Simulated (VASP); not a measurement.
# EuNiH3 (Pm-3m) in VASP: single point with PBE

Aim: the single point of EuNiH3 with PBE.

Program: VASP 6.6.1. These are calculated values, not measurements. Logs are shortened: lines on timing, memory, paths and dates and some standing lists are left out, and cuts for length are marked.

### Step 1. The structure

It takes space group Pm-3m (No. 221, cubic). The conventional cell has a = 3.773 Å, b = 3.773 Å, c = 3.773 Å, α = 90.00°, β = 90.00°, γ = 90.00°. Ni (site symmetry m-3m) is surrounded by 6 H at 1.89 Å. H (site symmetry 4/mmm) has 2 Ni at 1.89 Å as nearest neighbours. Around Eu (site symmetry m-3m) lie 12 H at 2.67 Å.

The cell was built by a generator and needn't be a form met in nature.

### Step 2. Single point, PBE, collinear spin, typed start

INCAR

```
SYSTEM = EuNiH3
PREC = Accurate ; ENCUT = 520
EDIFF = 1E-6 ; ISMEAR = 0
SIGMA = 0.017 ; LREAL = .FALSE.
LASPH = .TRUE. ; NELM = 150
ALGO = Fast ; ISIF = 2
LWAVE = .FALSE. ; LCHARG = .TRUE.
ISPIN = 2 ; MAGMOM = 2 0 0 0 7
LORBIT = 11 ; LMAXMIX = 6
GGA = PE ; LELF = .TRUE.
LVHAR = .TRUE. ; NBANDS = 27
```

KPOINTS

```
regular mesh
0
G
  6 6 6
  0 0 0
```

POSCAR

```
EuNiH3
1.0
    3.7727579300      0.0000000000      0.0000000000
    0.0000000000      3.7727579300      0.0000000000
    0.0000000000      0.0000000000      3.7727579300
Ni H Eu
1 3 1
Direct
    0.0000000000      0.0000000000      0.0000000000
    0.5000000000      0.0000000000      0.0000000000
    0.0000000000      0.5000000000      0.0000000000
    0.0000000000      0.0000000000      0.5000000000
    0.5000000000      0.5000000000      0.5000000000
```

Potentials or basis: VASP PAW PBE potentials, release 64 (Ni, H, Eu).

Started as:

```console
> cat potpaw_PBE.64/Ni/POTCAR potpaw_PBE.64/H/POTCAR potpaw_PBE.64/Eu/POTCAR > POTCAR
> mpirun -np 1 vasp_std > vasp.out
```

OUTCAR:

```text
SYSTEM = EuNiH3
   PREC = Accurate
   ENCUT = 520
   EDIFF = 1E-6
   ISMEAR = 0
   LREAL = .FALSE.
   LASPH = .TRUE.
   NELM = 150
   ISIF = 2
   ISPIN = 2
   LORBIT = 11
   GGA = PE

 ion  position               nearest neighbor table
   1  0.000  0.000  0.000-   2 1.89   3 1.89   4 1.89   4 1.89   3 1.89   2 1.89   5 3.27   5 3.27
                             5 3.27   5 3.27   5 3.27   5 3.27   5 3.27   5 3.27
   2  0.500  0.000  0.000-   1 1.89   1 1.89
   3  0.000  0.500  0.000-   1 1.89   1 1.89
   4  0.000  0.000  0.500-   1 1.89   1 1.89
   5  0.500  0.500  0.500-   1 3.27   1 3.27   1 3.27   1 3.27   1 3.27   1 3.27   1 3.27   1 3.27

  LATTYP: Found a simple cubic cell.
 ALAT       =     3.7727579300

  Lattice vectors:

 A1 = (   3.7727579300,   0.0000000000,   0.0000000000)
 A2 = (   0.0000000000,   3.7727579300,   0.0000000000)
 A3 = (   0.0000000000,   0.0000000000,   3.7727579300)

Analysis of symmetry for initial positions (statically):
=====================================================================
 Subroutine PRICEL returns:
 Original cell was already a primitive cell.

 Routine SETGRP: Setting up the symmetry group for a
 simple cubic supercell.

 Subroutine GETGRP returns: Found 48 space group operations
 (whereof 48 operations were pure point group operations)
 out of a pool of 48 trial point group operations.

The static configuration has the point symmetry O_h .

Analysis of symmetry for dynamics (positions and initial velocities):
=====================================================================
 Subroutine PRICEL returns:
 Original cell was already a primitive cell.

 Routine SETGRP: Setting up the symmetry group for a
 simple cubic supercell.

 Subroutine GETGRP returns: Found 48 space group operations
 (whereof 48 operations were pure point group operations)
 out of a pool of 48 trial point group operations.

The dynamic configuration has the point symmetry O_h .

Analysis of structural, dynamic, and magnetic symmetry:
=====================================================================
 Subroutine PRICEL returns:
 Original cell was already a primitive cell.

 Routine SETGRP: Setting up the symmetry group for a
 simple cubic supercell.

 Subroutine GETGRP returns: Found 48 space group operations
 (whereof 48 operations were pure point group operations)
 out of a pool of 48 trial point group operations.

The overall configuration has the point symmetry O_h .

 Subroutine INISYM returns: Found 48 space group operations
 (whereof 48 operations are pure point group operations),
 and found     1 'primitive' translations

----------------------------------------------------------------------------------------

                                     Primitive cell

  volume of cell :      53.7003

  direct lattice vectors                    reciprocal lattice vectors
     3.772757930  0.000000000  0.000000000     0.265058087  0.000000000  0.000000000
     0.000000000  3.772757930  0.000000000     0.000000000  0.265058087  0.000000000
     0.000000000  0.000000000  3.772757930     0.000000000  0.000000000  0.265058087

  length of vectors
     3.772757930  3.772757930  3.772757930     0.265058087  0.265058087  0.265058087

  position of ions in fractional coordinates (direct lattice)
     0.000000000  0.000000000  0.000000000
     0.500000000  0.000000000  0.000000000
     0.000000000  0.500000000  0.000000000
     0.000000000  0.000000000  0.500000000
     0.500000000  0.500000000  0.500000000

  ion indices of the primitive-cell ions
   primitive index   ion index
                 1           1
                 2           2
                 3           3
                 4           4
                 5           5

----------------------------------------------------------------------------------------

 KPOINTS: regular mesh

[... 24 lines left out ...]
  0.000000  0.000000  0.000000      1.000000
  0.166667  0.000000  0.000000      6.000000
  0.333333  0.000000  0.000000      6.000000
  0.500000  0.000000  0.000000      3.000000
  0.166667  0.166667  0.000000     12.000000
  0.333333  0.166667  0.000000     24.000000
[... 12 lines left out ...]
  0.500000  0.500000  0.333333      6.000000
  0.500000  0.500000  0.500000      1.000000
   k-points           NKPTS =     20   k-points in BZ     NKDIM =     20   number of bands    NBANDS=     27
   number of dos      NEDOS =    301   number of ions     NIONS =      5
   total plane-waves  NPLWV =  21952
   dimension x,y,z NGX =    28 NGY =   28 NGZ =   28
   dimension x,y,z NGXF=    56 NGYF=   56 NGZF=   56
   ions per type =               1   3   1
   NGX,Y,Z   is equivalent  to a cutoff of  12.34, 12.34, 12.34 a.u.
   NGXF,Y,Z  is equivalent  to a cutoff of  24.68, 24.68, 24.68 a.u.
 SYSTEM =  EuNiH3
   PREC   = accura    normal or accurate (medium, high low for compatibility)
   ISTART =      0    job   : 0-new  1-cont  2-samecut
   ICHARG =      2    charge: 1-file 2-atom 10-const
   ISPIN  =      2    spin polarized calculation?
   LNONCOLLINEAR =      F non collinear calculations
   LSORBIT =      F    spin-orbit coupling
   LASPH  =      T    aspherical Exc in radial PAW
   ENCUT  =  520.0 eV  38.22 Ry    6.18 a.u.   7.01  7.01  7.01*2*pi/ulx,y,z
   NELM   =    150;   NELMIN=  2; NELMDL= -5     # of ELM steps
   EDIFF  = 0.1E-05   stopping-criterion for ELM
   LREAL  =      F    real-space projection
   EDIFFG = 0.1E-04   stopping-criterion for IOM
   NSW    =      0    number of steps for IOM
   IBRION =     -1    ionic relax: 0-MD 1-quasi-New 2-CG
   NFREE  =      0    steps in history (QN), initial steepest desc. (CG)
   ISIF   =      2    stress and relaxation
   ISYM   =      2    0-nonsym 1-usesym 2-fastsym
   POTIM  = 0.5000    time-step for ionic-motion
   TEBEG  =    0.0;   TEEND  =   0.0 temperature during run
   PSTRESS=    0.0 pullay stress
   NELECT =      30.0000    total number of electrons
   NUPDOWN=      -1.0000    fix difference up-down
   EMIN   =  10.00;   EMAX   =-10.00  energy-range for DOS
   EFERMI =   0.00;   METHOD = LEGACY
   ISMEAR =     0;   SIGMA  =   0.02  broadening in eV -4-tet -1-fermi 0-gaus
   EFERMI_NEDOS =   21; number of points for ismear=-14 and -15
   IALGO  =     68    algorithm
   IMIX   =      4    mixing-type and parameters
     AMIX     =   0.40;   BMIX     =  1.00
     AMIX_MAG =   1.60;   BMIX_MAG =  1.00
  volume/ion in A,a.u.               =      10.74        72.48
  Fermi-wavevector in a.u.,A,eV,Ry     =   1.348310  2.547936 24.734560  1.817939
  Thomas-Fermi vector in A             =   2.475989
   LORBIT       =     11    0 simple, 1 ext, 2 COOP (PROOUT), +10 PAW based schemes
   GGA     = PE    functional components
   LHFCALC =     F    Hartree Fock is set to
   AEXX    =    0.0000 exact exchange contribution
   IVDW    =     0    specifies the selected vdW correction
   LEPSILON=     F    determine dielectric tensor
   LRPA    =     F    only Hartree local field effects (RPA)
 spin polarized calculation
 RMM-DIIS sequential band-by-band and
 Gauss-broadening in eV      SIGMA  =   0.02
  energy-cutoff  :      520.00
  volume of cell :       53.70
 maximum number of plane-waves:      1472
   NGX = 15   NGY = 15   NGZ = 15

 number of electron      29.9999989 magnetization       7.2408239

 Free energy of the ion-electron system (eV)
  ---------------------------------------------------
  ext. energy  EPLUGINS =         0.00000000
  ---------------------------------------------------
  free energy    TOTEN  =       -29.17694425 eV

  energy without entropy =      -29.17626333  energy(sigma->0) =      -29.17660379

 E-fermi :   4.2501     XC(G=0): -10.6411

 val. band max:        4.2445369955   @ k =   0.3333   0.1667   0.1667
 cond. band min:       4.2590392684   @ k =   0.5000   0.1667   0.1667
 fundamental gap:      0.0145022729
 Fermi energy:         4.2500800943

 spin component 1

 k-point     1 :       0.0000    0.0000    0.0000
  band No.  band energies     occupation
      1     -37.1576      1.00000
      2     -15.8067      1.00000
      3     -15.8067      1.00000
      4     -15.8067      1.00000
      5      -4.8069      1.00000
      6      -0.8541      1.00000
[... 589 lines left out ...]
     26      10.8794      0.00000
     27      10.9278      0.00000
 Fermi energy:         4.2500800943

 spin component 2

 k-point     1 :       0.0000    0.0000    0.0000
  band No.  band energies     occupation
      1     -34.0806      1.00000
      2     -13.5479      1.00000
      3     -13.5479      1.00000
      4     -13.5479      1.00000
      5      -4.5901      1.00000
      6      -0.6408      1.00000
[... 589 lines left out ...]
     26      11.8773      0.00000
     27      11.8850      0.00000

------------------------ aborting loop because EDIFF is reached ----------------------------------------

  FORCE on cell =-STRESS in cart. coord.  units (eV):
  Direction    XX          YY          ZZ          XY          YZ          ZX
  --------------------------------------------------------------------------------------
  -------------------------------------------------------------------------------------
  Total       -2.9797791     -2.9797791     -2.9797791     -0.0000000      0.0000000      0.0000000
  in kB      -88.9032886    -88.9032886    -88.9032886     -0.0000000      0.0000000      0.0000000
  external PRESSURE =     -88.9032886 kB  Pullay stress =       0.0000000 kB

 VOLUME and BASIS-vectors are now :
 -----------------------------------------------------------------------------
  energy-cutoff  :      520.00
  volume of cell :       53.70
      direct lattice vectors                 reciprocal lattice vectors
     3.772757930  0.000000000  0.000000000     0.265058087  0.000000000  0.000000000
     0.000000000  3.772757930  0.000000000     0.000000000  0.265058087  0.000000000
     0.000000000  0.000000000  3.772757930     0.000000000  0.000000000  0.265058087

 POSITION                                       TOTAL-FORCE (eV/Angst)
 -----------------------------------------------------------------------------------
      0.00000      0.00000      0.00000         0.000000      0.000000      0.000000
      1.88638      0.00000      0.00000         0.000000      0.000000      0.000000
      0.00000      1.88638      0.00000         0.000000      0.000000      0.000000
      0.00000      0.00000      1.88638         0.000000      0.000000      0.000000
      1.88638      1.88638      1.88638         0.000000      0.000000      0.000000
 -----------------------------------------------------------------------------------
    total drift:                                0.000000      0.000000      0.000000

  FREE ENERGIE OF THE ION-ELECTRON SYSTEM (eV)
  ---------------------------------------------------
  free  energy   TOTEN  =       -29.1769442493 eV

  energy  without entropy=      -29.1762633293  energy(sigma->0) =      -29.17660379

 total charge

# of ion       s       p       d       f       tot
--------------------------------------------------
    1        0.391   0.383   8.425   0.000   9.199
    2        0.493   0.013   0.000   0.000   0.506
    3        0.493   0.013   0.000   0.000   0.506
    4        0.493   0.013   0.000   0.000   0.506
    5        2.030   5.754   0.318   6.643  14.745
--------------------------------------------------
tot          3.901   6.176   8.742   6.643  25.462

 magnetization (x)

# of ion       s       p       d       f       tot
--------------------------------------------------
    1        0.002   0.021   0.210   0.000   0.233
    2       -0.007   0.001   0.000   0.000  -0.006
    3       -0.007   0.001   0.000   0.000  -0.006
    4       -0.007   0.001   0.000   0.000  -0.006
    5       -0.012  -0.108   0.089   6.613   6.581
--------------------------------------------------
tot         -0.032  -0.083   0.299   6.613   6.796
```

Wall time 2.6 min (1 thread of Intel Xeon Platinum 8375C at 2.90GHz (Ice Lake), shared host); peak memory 0.22 GiB.

Results:

```yaml
Free_energy: -29.1769 eV
Pressure: -8.9 GPa
Band_gap_on_the_k_mesh: none (metal or under the smearing width)
Net_moment: 7.24 μB per cell
Site_moments: Ni +0.23; H -0.01; Eu +6.58 μB
Valence_electrons_inside_the_program's_atomic_spheres: Ni 9.20; H 0.51; Eu 14.74
```

Caveat: spin-orbit coupling is left out, which moves the levels of the heavy elements; without U or exact exchange the open f shell lies at the Fermi level, which spoils levels, moments and volumes.
